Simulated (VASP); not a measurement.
Output of a VASP run:

OSZICAR:
```
       N       E                     dE             d eps       ncg     rms          rms(c)
DAV:   1     0.893587782105E+02    0.89359E+02   -0.73757E+03  3308   0.142E+03
DAV:   2    -0.600134601402E+01   -0.95360E+02   -0.93637E+02  3412   0.368E+02
DAV:   3    -0.744113188535E+01   -0.14398E+01   -0.13984E+01  3482   0.537E+01
DAV:   4    -0.745172801479E+01   -0.10596E-01   -0.10547E-01  3356   0.460E+00
DAV:   5    -0.745183624174E+01   -0.10823E-03   -0.10822E-03  3408   0.487E-01    0.177E+01
DAV:   6    -0.604518896281E+01    0.14066E+01   -0.59474E+00  3314   0.360E+01    0.143E+00
DAV:   7    -0.602802240284E+01    0.17167E-01   -0.23666E-02  3320   0.264E+00    0.876E-01
DAV:   8    -0.602004322317E+01    0.79792E-02   -0.71150E-03  3326   0.143E+00    0.628E-02
DAV:   9    -0.602010671252E+01   -0.63489E-04   -0.71358E-05  3352   0.138E-01    0.335E-02
DAV:  10    -0.602011753050E+01   -0.10818E-04   -0.12932E-05  3316   0.404E-02    0.210E-03
DAV:  11    -0.602011818984E+01   -0.65935E-06   -0.82907E-08  1924   0.467E-03    0.969E-04
DAV:  12    -0.602011853931E+01   -0.34947E-06   -0.47289E-08  1652   0.348E-03    0.542E-04
DAV:  13    -0.602011855230E+01   -0.12986E-07   -0.67877E-09  1650   0.137E-03
   1 F= -.60201186E+01 E0= -.60197741E+01  d E =-.103334E-02
```

File OUTCAR:
```
------------------------ aborting loop because EDIFF is reached ----------------------------------------
  FORCE on cell =-STRESS in cart. coord.  units (eV):
  Direction    XX          YY          ZZ          XY          YZ          ZX
  --------------------------------------------------------------------------------------
  Total       -0.8367758     -0.8367758     -0.8367758      0.0000000      0.0000000     -0.0000000
  in kB      -96.4673317    -96.4673317    -96.4673317      0.0000000      0.0000000     -0.0000000
  external PRESSURE =     -96.4673317 kB  Pullay stress =       0.0000000 kB
  volume of cell :       13.90
      direct lattice vectors                 reciprocal lattice vectors
    -1.514583228  1.514583228  1.514583228     0.000000000  0.330123819  0.330123819
     1.514583228 -1.514583228  1.514583228     0.330123819  0.000000000  0.330123819
     1.514583228  1.514583228 -1.514583228     0.330123819  0.330123819  0.000000000
 POSITION                                       TOTAL-FORCE (eV/Angst)
 -----------------------------------------------------------------------------------
      0.00000      0.00000      0.00000         0.000000     -0.000000     -0.000000
 -----------------------------------------------------------------------------------
    total drift:                               -0.000000     -0.000000      0.000000
  FREE ENERGIE OF THE ION-ELECTRON SYSTEM (eV)
  ---------------------------------------------------
  free  energy   TOTEN  =        -6.0201185523 eV

  energy  without entropy=       -6.0190852076  energy(sigma->0) =       -6.01977410
```
(Selected blocks of OUTCAR.)

**POSCAR**
```
V
1
   -1.5145832276     1.5145832276     1.5145832276
    1.5145832276    -1.5145832276     1.5145832276
    1.5145832276     1.5145832276    -1.5145832276
V
1
Direct
  0.0000000000   0.0000000000   0.0000000000
```

Question: Write an INCAR and KPOINTS that could have produced this output.

Answer: Several could match; the one computed here: the input of the run itself, optB86b-vdW, plane waves, VASP's PBE PAW potentials (set 64).

File KPOINTS:
```
Automatic mesh
0
Gamma
  17 17 17
```

**INCAR**
```
AGGAC=0.0
ALGO=Normal
EDIFF=1E-7
ENCUT=520
GGA=MK
ISIF=2
ISMEAR=1
LASPH=T
LCHARG=F
LMAXMIX=4
LREAL=F
LUSE_VDW=T
LWAVE=F
NELM=100
PARAM1=0.1234
PARAM2=1.0
PREC=Accurate
SIGMA=0.1
SYSTEM=V
```

POTCAR, in this order: V_sv (PBE.64 set). Program: vasp_std.

The compound is V in the bcc structure. This cell is one point of a volume scan, at 1.06 of the reference volume. The run is not spin-polarised, so no magnetic state was tried.
